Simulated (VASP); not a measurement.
# Rb2HgBr3 (P6/mmm) in VASP: single point with PBE

Aim: the single point of Rb2HgBr3 with PBE.

Program: VASP 6.6.1. These are calculated values, not measurements. Logs are shortened: lines on timing, memory, paths and dates and some standing lists are left out, and cuts for length are marked.

### Step 1. The cell of the first run

The structure is hexagonal, space group P6/mmm (No. 191). Conventional cell: a = 8.403 Å, b = 8.403 Å, c = 4.949 Å, α = 90.00°, β = 90.00°, γ = 120.00°. Rb (site symmetry -6m2) is surrounded by 6 Br at 3.47 Å. Br (site symmetry mmm) is surrounded by 4 Rb at 3.47 Å.

The cell was built by a generator and needn't be a form met in nature.

### Step 2. Single point, PBE (species swapped into the CeB2Ru3 type (P6/mmm, No. 191))

The input, INCAR:

```
SYSTEM = Rb2HgBr3
  PREC = Accurate
  ENCUT = 520
  EDIFF = 1E-6
  ISMEAR = 0
  SIGMA = 0.1
  LREAL = .FALSE.
  LASPH = .TRUE.
  NELM = 100
  ALGO = Fast
  ISIF = 2
  LWAVE = .FALSE.
  LCHARG = .FALSE.
  GGA = PE
  NBANDS = 34
```

The input, KPOINTS:

```
Automatic mesh
0
G
  6 6 8
  0 0 0
```

The input, POSCAR:

```
Rb2HgBr3
1.0
    8.4030491212      0.0000000000      0.0000000000
   -4.2015245606      7.2772540082      0.0000000000
    0.0000000000      0.0000000000      4.9487226822
Rb Hg Br
2 1 3
Direct
    0.3333333333      0.6666666667      0.0000000000
    0.6666666667      0.3333333333      0.0000000000
    0.0000000000      0.0000000000      0.0000000000
    0.5000000000      0.0000000000      0.5000000000
    0.5000000000      0.5000000000      0.5000000000
    0.0000000000      0.5000000000      0.5000000000
```

Potentials or basis: VASP PAW PBE potentials, release 64 (Rb_sv, Hg, Br).

The run is started by

```sh
$ cat potpaw_PBE.64/Rb_sv/POTCAR potpaw_PBE.64/Hg/POTCAR potpaw_PBE.64/Br/POTCAR > POTCAR
$ mpirun -np 1 vasp_std > vasp.out
```

OUTCAR:

```text
SYSTEM = Rb2HgBr3
   PREC = Accurate
   ENCUT = 520
   EDIFF = 1E-6
   ISMEAR = 0
   LREAL = .FALSE.
   LASPH = .TRUE.
   NELM = 100
   ISIF = 2
   GGA = PE

 ion  position               nearest neighbor table
   1  0.333  0.667  0.000-   4 3.47   4 3.47   6 3.47   6 3.47   5 3.47   5 3.47   2 4.85   2 4.85
                             2 4.85
   2  0.667  0.333  0.000-   4 3.47   4 3.47   6 3.47   6 3.47   5 3.47   5 3.47   1 4.85   1 4.85
                             1 4.85
   3  0.000  0.000  0.000-
   4  0.500  0.000  0.500-   1 3.47   2 3.47   1 3.47   2 3.47
   5  0.500  0.500  0.500-   1 3.47   2 3.47   1 3.47   2 3.47
   6  0.000  0.500  0.500-   1 3.47   2 3.47   1 3.47   2 3.47

  LATTYP: Found a hexagonal cell.
 ALAT       =     8.4030491212
 C/A-ratio  =     0.5889198803

  Lattice vectors:

 A1 = (   8.4030491212,   0.0000000000,   0.0000000000)
 A2 = (  -4.2015245606,   7.2772540082,   0.0000000000)
 A3 = (   0.0000000000,   0.0000000000,   4.9487226822)

Analysis of symmetry for initial positions (statically):
=====================================================================
 Subroutine PRICEL returns:
 Original cell was already a primitive cell.

 Routine SETGRP: Setting up the symmetry group for a
 hexagonal supercell.

 Subroutine GETGRP returns: Found 24 space group operations
 (whereof 24 operations were pure point group operations)
 out of a pool of 24 trial point group operations.

The static configuration has the point symmetry D_6h.

Analysis of symmetry for dynamics (positions and initial velocities):
=====================================================================
 Subroutine PRICEL returns:
 Original cell was already a primitive cell.

 Routine SETGRP: Setting up the symmetry group for a
 hexagonal supercell.

 Subroutine GETGRP returns: Found 24 space group operations
 (whereof 24 operations were pure point group operations)
 out of a pool of 24 trial point group operations.

The dynamic configuration has the point symmetry D_6h.

 Subroutine INISYM returns: Found 24 space group operations
 (whereof 24 operations are pure point group operations),
 and found     1 'primitive' translations

----------------------------------------------------------------------------------------

                                     Primitive cell

  volume of cell :     302.6199

  direct lattice vectors                    reciprocal lattice vectors
     8.403049121  0.000000000  0.000000000     0.119004422  0.068707235  0.000000000
    -4.201524561  7.277254008  0.000000000     0.000000000  0.137414470  0.000000000
     0.000000000  0.000000000  4.948722682     0.000000000  0.000000000  0.202072346

  length of vectors
     8.403049121  8.403049121  4.948722682     0.137414470  0.137414470  0.202072346

  position of ions in fractional coordinates (direct lattice)
     0.333333333  0.666666667  0.000000000
     0.666666667  0.333333333  0.000000000
     0.000000000  0.000000000  0.000000000
     0.500000000  0.000000000  0.500000000
     0.500000000  0.500000000  0.500000000
     0.000000000  0.500000000  0.500000000

  ion indices of the primitive-cell ions
   primitive index   ion index
                 1           1
                 2           2
                 3           3
                 4           4
                 5           5
                 6           6

----------------------------------------------------------------------------------------

 KPOINTS: Automatic mesh

Automatic generation of k-mesh.
 Grid dimensions read from file:
 generate k-points for:    6    6    8

 Generating k-lattice:

  Cartesian coordinates                     Fractional coordinates (reciprocal lattice)
     0.019834070  0.011451206  0.000000000     0.166666667  0.000000000  0.000000000
     0.000000000  0.022902412  0.000000000     0.000000000  0.166666667  0.000000000
     0.000000000  0.000000000  0.025259043     0.000000000  0.000000000  0.125000000

  Length of vectors
     0.022902412  0.022902412  0.025259043

  Shift w.r.t. Gamma in fractional coordinates (k-lattice)
     0.000000000  0.000000000  0.000000000

 Subroutine IBZKPT returns following result:
 ===========================================

 Found     35 irreducible k-points:

 Following reciprocal coordinates:
            Coordinates               Weight
  0.000000  0.000000  0.000000      1.000000
  0.166667  0.000000  0.000000      6.000000
  0.333333  0.000000  0.000000      6.000000
  0.500000 -0.000000  0.000000      3.000000
  0.166667  0.166667  0.000000      6.000000
  0.333333  0.166667  0.000000     12.000000
[... 16 lines left out ...]
  0.166667  0.000000  0.375000     12.000000
  0.333333  0.000000  0.375000     12.000000
 [... further k-points ...]
   k-points           NKPTS =     35   k-points in BZ     NKDIM =     35   number of bands    NBANDS=     34
   number of dos      NEDOS =    301   number of ions     NIONS =      6
   total plane-waves  NPLWV = 163840
   dimension x,y,z NGX =    64 NGY =   64 NGZ =   40
   dimension x,y,z NGXF=   128 NGYF=  128 NGZF=   80
   ions per type =               2   1   3
   NGX,Y,Z   is equivalent  to a cutoff of  12.66, 12.66, 13.44 a.u.
   NGXF,Y,Z  is equivalent  to a cutoff of  25.32, 25.32, 26.87 a.u.
 SYSTEM =  Rb2HgBr3
   PREC   = accura    normal or accurate (medium, high low for compatibility)
   ISTART =      0    job   : 0-new  1-cont  2-samecut
   ICHARG =      2    charge: 1-file 2-atom 10-const
   ISPIN  =      1    spin polarized calculation?
   LNONCOLLINEAR =      F non collinear calculations
   LSORBIT =      F    spin-orbit coupling
   LASPH  =      T    aspherical Exc in radial PAW
   ENCUT  =  520.0 eV  38.22 Ry    6.18 a.u.  15.62 15.62  9.20*2*pi/ulx,y,z
   NELM   =    100;   NELMIN=  2; NELMDL= -5     # of ELM steps
   EDIFF  = 0.1E-05   stopping-criterion for ELM
   LREAL  =      F    real-space projection
   EDIFFG = 0.1E-04   stopping-criterion for IOM
   NSW    =      0    number of steps for IOM
   IBRION =     -1    ionic relax: 0-MD 1-quasi-New 2-CG
   NFREE  =      0    steps in history (QN), initial steepest desc. (CG)
   ISIF   =      2    stress and relaxation
   ISYM   =      2    0-nonsym 1-usesym 2-fastsym
   POTIM  = 0.5000    time-step for ionic-motion
   TEBEG  =    0.0;   TEEND  =   0.0 temperature during run
   PSTRESS=    0.0 pullay stress
   NELECT =      51.0000    total number of electrons
   NUPDOWN=      -1.0000    fix difference up-down
   EMIN   =  10.00;   EMAX   =-10.00  energy-range for DOS
   EFERMI =   0.00;   METHOD = LEGACY
   ISMEAR =     0;   SIGMA  =   0.10  broadening in eV -4-tet -1-fermi 0-gaus
   EFERMI_NEDOS =   21; number of points for ismear=-14 and -15
   IALGO  =     68    algorithm
   IMIX   =      4    mixing-type and parameters
     AMIX     =   0.40;   BMIX     =  1.00
     AMIX_MAG =   1.60;   BMIX_MAG =  1.00
  volume/ion in A,a.u.               =      50.44       340.36
  Fermi-wavevector in a.u.,A,eV,Ry     =   0.904272  1.708826 11.125588  0.817708
  Thomas-Fermi vector in A             =   2.027699
   LORBIT       =      0    0 simple, 1 ext, 2 COOP (PROOUT), +10 PAW based schemes
   GGA     = PE    functional components
   LHFCALC =     F    Hartree Fock is set to
   AEXX    =    0.0000 exact exchange contribution
   IVDW    =     0    specifies the selected vdW correction
   LEPSILON=     F    determine dielectric tensor
   LRPA    =     F    only Hartree local field effects (RPA)
 non-spin polarized calculation
 RMM-DIIS sequential band-by-band and
 Gauss-broadening in eV      SIGMA  =   0.10
  energy-cutoff  :      520.00
  volume of cell :      302.62
 maximum number of plane-waves:      8191
 NGX is ok and might be reduce to    64
   NGX = 31   NGY = 31   NGZ = 19

 number of electron      51.0000000 magnetization

 Free energy of the ion-electron system (eV)
  ---------------------------------------------------
  ext. energy  EPLUGINS =         0.00000000
  ---------------------------------------------------
  free energy    TOTEN  =       -12.86464590 eV

  energy without entropy =      -12.79095523  energy(sigma->0) =      -12.82780056

 E-fermi :  -2.8039     XC(G=0):  -6.4672

 val. band max:       -2.8049229320   @ k =   0.0000   0.0000   0.0000
 cond. band min:      -2.7996897774   @ k =   0.3333   0.0000   0.2500
 fundamental gap:      0.0052331546
 Fermi energy:        -2.8038763888

 k-point     1 :       0.0000    0.0000    0.0000
  band No.  band energies     occupation
      1     -27.4194      2.00000
      2     -27.4149      2.00000
      3     -15.2994      2.00000
      4     -15.2251      2.00000
      5     -15.2251      2.00000
      6     -11.5460      2.00000
[... 26 lines left out ...]
     33       4.9407      0.00000
     34       4.9850      0.00000

 k-point     2 :       0.1667    0.0000    0.0000
  band No.  band energies     occupation
      1     -27.4192      2.00000
      2     -27.4152      2.00000
      3     -15.2951      2.00000
      4     -15.2295      2.00000
      5     -15.2251      2.00000
      6     -11.5449      2.00000
[... 26 lines left out ...]
     33       4.5223      0.00000
     34       5.0839      0.00000

 k-point     3 :       0.3333    0.0000    0.0000
  band No.  band energies     occupation
      1     -27.4185      2.00000
      2     -27.4158      2.00000
      3     -15.2838      2.00000
      4     -15.2410      2.00000
      5     -15.2252      2.00000
      6     -11.5424      2.00000
[... 26 lines left out ...]
     33       4.4897      0.00000
     34       5.3612      0.00000
[... 704 lines left out ...]
 k-point    23 :       0.1667    0.0000    0.3750
  band No.  band energies     occupation
      1     -27.4168      2.00000
      2     -27.4132      2.00000
      3     -15.3390      2.00000
      4     -15.1967      2.00000
      5     -15.1867      2.00000
      6     -11.5908      2.00000
[... 26 lines left out ...]
     33       4.9129      0.00000
     34       5.1375      0.00000

 k-point    24 :       0.3333    0.0000    0.3750
  band No.  band energies     occupation
      1     -27.4162      2.00000
      2     -27.4138      2.00000
      3     -15.3153      2.00000
      4     -15.2223      2.00000
      5     -15.1868      2.00000
      6     -11.5922      2.00000
[... 26 lines left out ...]
     33       5.0432      0.00000
     34       5.5808      0.00000

 [... further k-points ...]

------------------------ aborting loop because EDIFF is reached ----------------------------------------

  FORCE on cell =-STRESS in cart. coord.  units (eV):
  Direction    XX          YY          ZZ          XY          YZ          ZX
  --------------------------------------------------------------------------------------
  -------------------------------------------------------------------------------------
  Total       -0.0181151     -0.0181151     -0.0407571      0.0000000      0.0000000      0.0000000
  in kB       -0.0959076     -0.0959076     -0.2157826      0.0000000      0.0000000      0.0000000
  external PRESSURE =      -0.1358660 kB  Pullay stress =       0.0000000 kB

 VOLUME and BASIS-vectors are now :
 -----------------------------------------------------------------------------
  energy-cutoff  :      520.00
  volume of cell :      302.62
      direct lattice vectors                 reciprocal lattice vectors
     8.403049121  0.000000000  0.000000000     0.119004422  0.068707235  0.000000000
    -4.201524561  7.277254008  0.000000000     0.000000000  0.137414470  0.000000000
     0.000000000  0.000000000  4.948722682     0.000000000  0.000000000  0.202072346

 POSITION                                       TOTAL-FORCE (eV/Angst)
 -----------------------------------------------------------------------------------
     -0.00000      4.85150      0.00000        -0.000000      0.000000     -0.000000
      4.20152      2.42575      0.00000         0.000000     -0.000000      0.000000
      0.00000      0.00000      0.00000         0.000000      0.000000      0.000000
      4.20152      0.00000      2.47436         0.000000      0.000000      0.000000
      2.10076      3.63863      2.47436         0.000000      0.000000      0.000000
     -2.10076      3.63863      2.47436         0.000000      0.000000      0.000000
 -----------------------------------------------------------------------------------
    total drift:                                0.000000      0.000000      0.000000

  FREE ENERGIE OF THE ION-ELECTRON SYSTEM (eV)
  ---------------------------------------------------
  free  energy   TOTEN  =       -12.8646458993 eV

  energy  without entropy=      -12.7909552274  energy(sigma->0) =      -12.82780056
```

It took 8.7 min on 1 thread of Intel Xeon Platinum 8488C (Sapphire Rapids), shared host; peak memory 0.64 GiB.

What came out:

| Property | Result |
| --- | --- |
| Free energy | -12.8646 eV |
| Pressure | 0.0 GPa |
| Band gap on the k mesh | none (metal or under the smearing width) |

Levels at points of the mesh, in eV from the Fermi level:
| k point | band 23 | band 24 | band 25 | band 26 | band 27 | band 28 |
| --- | --- | --- | --- | --- | --- | --- |
| (0.00, 0.00, 0.00) | -0.36 | 0.00 | 0.02 | 0.02 | 5.27 | 5.38 |
| (0.50, 0.00, 0.00) | -0.40 | -0.34 | -0.13 | 0.02 | 4.36 | 5.20 |
| (0.00, 0.00, 0.50) | -0.15 | -0.02 | -0.02 | 0.04 | 4.58 | 5.13 |
| (0.50, 0.00, 0.50) | -0.44 | -0.36 | -0.25 | 0.01 | 4.92 | 5.32 |

Caveat: an odd number of electrons without spin polarisation forces a metal; a magnetic or distorted state may lie lower.
